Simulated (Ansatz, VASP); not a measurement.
This is a calculation of Y3Ge for VASP 6.6.1. The cell comes from a database or a generator and needn't be the stable form of this composition.

Contents of INCAR:

```
SYSTEM = Y3Ge
PREC = Accurate
ENCUT = 600
EDIFF = 1E-7
ISMEAR = -1
SIGMA = 0.05
LREAL = .FALSE.
LASPH = .TRUE.
NELM = 60
ALGO = Normal
ISIF = 3
LWAVE = .FALSE.
LCHARG = .FALSE.
IBRION = 2
NSW = 40
EDIFFG = -0.01
```

KPOINTS

```
Automatic mesh
0
G
  6 6 6
  0 0 0
```

File POSCAR:

```
Y3Ge
1.0
   -2.2653940000      2.2653940000      5.1970200000
    2.2653940000     -2.2653940000      5.1970200000
    2.2653940000      2.2653940000     -5.1970200000
Y Ge
3 1
Direct
    0.5000000000      0.5000000000      0.0000000000
    0.2500000000      0.7500000000      0.5000000000
    0.7500000000      0.2500000000      0.5000000000
    0.0000000000      0.0000000000      0.0000000000
```

Potentials or basis: VASP PAW LDA potentials, release 64 (Y_sv, Ge_d).

Launch:

```console
$ cat potpaw_LDA.64/Y_sv/POTCAR potpaw_LDA.64/Ge_d/POTCAR > POTCAR
$ mpirun -np 1 vasp_std > vasp.out
```

Q: Translate it to Ansatz 0.2.0. Potentials or basis there: Ansatz PAW, cutoff 420 eV.

A: As run (cutoffs and basis follow the program's own potentials, and thresholds, step limits or extra output files can differ):

The input input.yaml:

```yaml
crystal:
  lattice:
    - [-2.265394, 2.265394, 5.19702]
    - [2.265394, -2.265394, 5.19702]
    - [2.265394, 2.265394, -5.19702]
  atoms:
    - { symbol: "Y", position: [0.5, 0.5, 0.0] }
    - { symbol: "Y", position: [0.25, 0.75, 0.5] }
    - { symbol: "Y", position: [0.75, 0.25, 0.5] }
    - { symbol: Ge, position: [0.0, 0.0, 0.0] }
hamiltonian:
  xc: lda
  pseudopotentials: { kind: paw }
kpoints:
  mp_grid: { grid: [6, 6, 6] }
scf:
  occupations: { method: fermi_dirac, width: 0.05 }
output:
  forces: true
  stress: true
  eigenvalues: true
relax:
  f_tol: 0.01
  max_steps: 40
  cell: { stress_tol: 0.05 }
```

Potentials or basis: Ansatz PAW.

Launch:

```bash
$ ansatz run input.yaml --threads 2 --pin off --max-ram 5632MiB --backend cpu --events-out ev --progress --plain --runs-dir out
```

Both were run:

|  | VASP | Ansatz |
| --- | --- | --- |
| Relaxed volume | 23.98 Å³/atom | 24.00 Å³/atom |
| Relaxed cell | a = 5.789 Å, b = 5.789 Å, c = 5.789 Å, α = 134.88°, β = 134.88°, γ = 65.71° | a = 5.796 Å, b = 5.796 Å, c = 5.796 Å, α = 134.97°, β = 134.97°, γ = 65.57° |
| Space group after relaxing | I4/mmm (No. 139) | I4/mmm (No. 139) |
| Pressure after relaxing | 0.0 GPa | 0.0 GPa |

Ansatz's pressure holds a Pulay term of +0.01 GPa for its cutoff of 420 eV, which the other run lacks.

Ansatz's potentials were made for PBE.

Where Ansatz's input types no cutoff or centring, it takes its own default and a Γ-centred mesh.

The two programs' LDA may be different fits to the electron gas.

Pressure is positive in compression.
